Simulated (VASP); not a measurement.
Input for VASP

**INCAR**
```
! general
SYSTEM   =  KZnF3
PREC     =  Accurate
ENCUT    =  620
LREAL    =  .FALSE.
LASPH    =  .TRUE.

! electronic loop
EDIFF    =  1E-6
NELM     =  100
ALGO     =  Normal
LMAXMIX  =  4

! smearing
ISMEAR   =  0
SIGMA    =  0.05

! ions
IBRION   =  2
NSW      =  40
ISIF     =  3
EDIFFG   =  -0.02
PSTRESS  =  100

! output
LWAVE    =  .FALSE.
LCHARG   =  .FALSE.
```

**KPOINTS**
```
kpoints
0
gamma
6 6 6
```

**POSCAR**
```
KZnF3
1.0
  3.8679146218   0.0000000000   0.0000000000
  0.0000000000   3.8679146218   0.0000000000
  0.0000000000   0.0000000000   3.8679146218
K Zn F
1 1 3
Cartesian
  0.0000000000   0.0000000000   0.0000000000
  1.9339573109   1.9339573109   1.9339573109
  1.9339573109   0.0000000000   1.9339573109
  0.0000000000   1.9339573109   1.9339573109
  1.9339573109   1.9339573109   0.0000000000
```

POTCAR, in this order: K_sv Zn F (LDA.64 set). Program: vasp_std.

Q: Translate this LDA calculation to Quantum ESPRESSO's pw.x.

A: One equivalent input (not run):
```
&CONTROL
  calculation = 'vc-relax'
  pseudo_dir = './pseudo'
  outdir = './out'
  tprnfor = .true.
  tstress = .true.
  nstep = 40
  forc_conv_thr = 0.00078
/
&SYSTEM
  ibrav = 0
  nat = 5
  ntyp = 3
  ecutwfc = 84
  occupations = 'smearing'
  smearing = 'gaussian'
  degauss = 0.003675
  input_dft = 'pz'
/
&ELECTRONS
  conv_thr = 7.3e-08
  electron_maxstep = 100
/
&IONS
/
&CELL
  press = 100
/
ATOMIC_SPECIES
  K 39.098 K.upf
  Zn 65.380 Zn.upf
  F 18.998 F.upf
CELL_PARAMETERS angstrom
     3.8679146   -0.0000000   -0.0000000
    -0.0000000    3.8679146    0.0000000
     0.0000000    0.0000000    3.8679146
ATOMIC_POSITIONS crystal
  K    0.0000000  0.0000000  0.0000000
  Zn   0.5000000  0.5000000  0.5000000
  F    0.5000000  0.0000000  0.5000000
  F    0.0000000  0.5000000  0.5000000
  F    0.5000000  0.5000000  0.0000000
K_POINTS automatic
  6 6 6 0 0 0
```
The two are equivalent in intent, not identical: the potentials are each code's own (VASP's PAW set, PseudoDojo norm-conserving files in pw.x), so ENCUT and ecutwfc are chosen apart and not converted; conv_thr bounds pw.x's estimated SCF error, while EDIFF bounds the energy change between steps; forc_conv_thr acts on force components and is met together with etot_conv_thr.

The compound is KZnF3 in the cubic perovskite structure. It was relaxed first under an external pressure of 10 GPa.
